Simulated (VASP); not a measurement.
All values below come from PBE GGA, VASP's PBE PAW potentials (set 64) (plane waves; VASP).

VASP input:

File POSCAR:
```
Cs
6.2220
 -0.5000000000   0.5000000000   0.5000000000
  0.5000000000  -0.5000000000   0.5000000000
  0.5000000000   0.5000000000  -0.5000000000
Cs
1
Direct
  0.0000000000   0.0000000000   0.0000000000
```

### KPOINTS
```
Regular mesh
0
G
6 6 6
0 0 0
```

### INCAR
```
# general
SYSTEM  = Cs
PREC    = Accurate
ENCUT   = 400
LREAL   = .FALSE.
LASPH   = .TRUE.

# electronic loop
EDIFF   = 1E-6
NELM    = 100
ALGO    = Normal
LMAXMIX = 4

# smearing
ISMEAR  = 1
SIGMA   = 0.1

# functional
GGA     = PE

# ions
ISIF    = 2

# output
LWAVE   = .FALSE.
LCHARG  = .FALSE.
```

POTCAR, in this order: Cs_sv (PBE.64 set). Program: vasp_std.

Unless said otherwise, spin-orbit coupling is left out, though it shifts the bands of the heavy elements here.

**Question.** What does the run give for the energy per atom (σ→0), band gap (on the k-mesh)?

**Answer.** 
```
Item                                                        Result
------------------------  ----------------------------------------
energy per atom (σ→0)                        -80.5 kJ/mol of atoms
band gap (on the k-mesh)  none (metal, semimetal or under 0.01 eV)
```

### OSZICAR
```
...
DAV:   4    -0.834377547602E+00   -0.45855E-01   -0.45855E-01   488   0.538E+00
DAV:   5    -0.834386114932E+00   -0.85673E-05   -0.85674E-05   344   0.669E-02    0.130E-01
DAV:   6    -0.835113910593E+00   -0.72780E-03   -0.13307E-03   432   0.211E-01    0.897E-02
DAV:   7    -0.836219141254E+00   -0.11052E-02   -0.37046E-03   320   0.361E-01    0.355E-02
DAV:   8    -0.836305809330E+00   -0.86668E-04   -0.13340E-04   376   0.871E-02    0.404E-03
DAV:   9    -0.836307400006E+00   -0.15907E-05   -0.29152E-06   424   0.101E-02    0.260E-03
DAV:  10    -0.836306749786E+00    0.65022E-06   -0.77388E-07   376   0.472E-03
   1 F= -.83630675E+00 E0= -.83431583E+00  d E =-.597276E-02
```

The compound is Cs in the bcc structure. The cell was not relaxed at this level.
